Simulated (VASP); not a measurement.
Here is the system:

```yaml
crystal:
  lattice:
    - [1.58697, -2.74871, 0.00000]
    - [1.58697, 2.74871, 0.00000]
    - [0.00000, 0.00000, 12.42246]
  atoms:
    - { symbol: Mo, position: [0.33333, 0.66667, 0.25000] }
    - { symbol: Mo, position: [0.66667, 0.33333, 0.75000] }
    - { symbol: S, position: [0.33333, 0.66667, 0.87530] }
    - { symbol: S, position: [0.66667, 0.33333, 0.37530] }
    - { symbol: S, position: [0.66667, 0.33333, 0.12470] }
    - { symbol: S, position: [0.33333, 0.66667, 0.62470] }
```

The numbers are results of r2SCAN+rVV10, VASP's PBE PAW potentials (set 64) (plane waves; VASP), not measurements. Run with 520 eV cut-off, 9×9×2 Γ-centred mesh, tetrahedra with Blöchl corrections, potentials Mo_sv S.

The path is coarsely sampled, so an indirect gap can come out somewhat too large.

Give the energies of bands 17 to 30 at the high-symmetry points, in eV from the valence-band maximum.

```tsv
band	Γ	M	K	A	L	H
17	-3.50	-5.32	-5.10	-3.49	-4.94	-4.97
18	-3.48	-4.69	-4.86	-3.49	-4.94	-4.97
19	-3.48	-4.11	-4.43	-2.67	-4.08	-4.62
20	-2.35	-4.04	-4.43	-2.67	-4.08	-4.62
21	-2.35	-2.85	-3.93	-2.33	-2.76	-3.62
22	-2.31	-2.63	-3.93	-2.33	-2.76	-3.62
23	-2.31	-1.89	-2.87	-2.33	-1.80	-3.03
24	-1.36	-1.71	-2.87	-2.33	-1.80	-3.03
25	-1.13	-1.45	-0.81	-0.29	-1.38	-0.74
26	0.00	-1.33	-0.66	-0.29	-1.38	-0.74
27	2.24	1.69	1.09	2.25	1.71	1.09
28	2.25	1.74	1.09	2.25	1.71	1.09
29	2.27	2.11	2.04	2.25	2.24	2.49
30	2.27	2.36	3.04	2.25	2.24	2.49
```

The gap is indirect, 1.07 eV, from the valence maximum at Γ to the conduction minimum at K-Γ at 0.40.

The compound is MoS2 in the 2H layered structure. It was relaxed first.
